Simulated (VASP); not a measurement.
Given:

```yaml
crystal:
  lattice:
    - [-1.72722, 1.72722, 1.72722]
    - [1.72722, -1.72722, 1.72722]
    - [1.72722, 1.72722, -1.72722]
  atoms:
    - { symbol: Li, position: [0.00000, 0.00000, 0.00000] }
```

These are vdW-DF2, VASP's PBE PAW potentials (set 64) (plane waves; VASP) values and carry that method's errors. Settings: 520 eV cut-off, 15×15×15 Γ-centred mesh, first-order Methfessel-Paxton smearing of 0.10 eV, potentials Li_sv.

Task: Estimate the energy per atom (σ→0), band gap (on the k-mesh) with the smallest direct gap where there is one.

Result: 
The band gap (on the k-mesh) comes out as none (metal, semimetal or under 0.01 eV) and the energy per atom (σ→0) comes out as -1.032 eV/atom.

Only differences to runs with the same potentials and settings are physical.

The compound is Li in the bcc structure. This cell is one point of a volume scan, at 1.06 of the reference volume.
